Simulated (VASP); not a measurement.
Computed with PBEsol GGA, VASP's PBE PAW potentials (set 64) (plane waves; VASP).

VASP input:

INCAR:
```
SYSTEM=Rb
PREC=Accurate; ENCUT=400; LREAL=F
LASPH=T
EDIFF=1E-6; NELM=100; ALGO=Normal
LMAXMIX=4
ISMEAR=1; SIGMA=0.1
GGA=PS
IBRION=2; NSW=60; ISIF=3
EDIFFG=-0.01
LWAVE=F; LCHARG=F
```

KPOINTS:
```
Automatic mesh
0
Gamma
7 7 7
0 0 0
```

**POSCAR**
```
Rb
1
    4.6075970000     0.0000000000     0.0000000000
    0.0000000000     4.6075970000     0.0000000000
    0.0000000000     0.0000000000     4.6075970000
Rb
1
Direct
  0.0000000000   0.0000000000   0.0000000000
```

POTCAR, in this order: Rb_sv (PBE.64 set). Program: vasp_std.

What will the output report for the number of irreducible k-points (NKPTS), number of bands (NBANDS), largest plane-wave count, number of space-group operations, FFT grid (NGX, NGY, NGZ)?

| Quantity | Result |
|---|---|
| number of irreducible k-points (NKPTS) | 20 |
| number of bands (NBANDS) | 8 |
| largest plane-wave count | 1800 |
| number of space-group operations | 48 |
| FFT grid (NGX, NGY, NGZ) | 30 × 30 × 30 |

The structure was generated: Rb was put into the simple-cubic type (Pm-3m), which need not be its known phase. This run relaxes it. Symmetry was kept, so distortions that lower it aren't found.
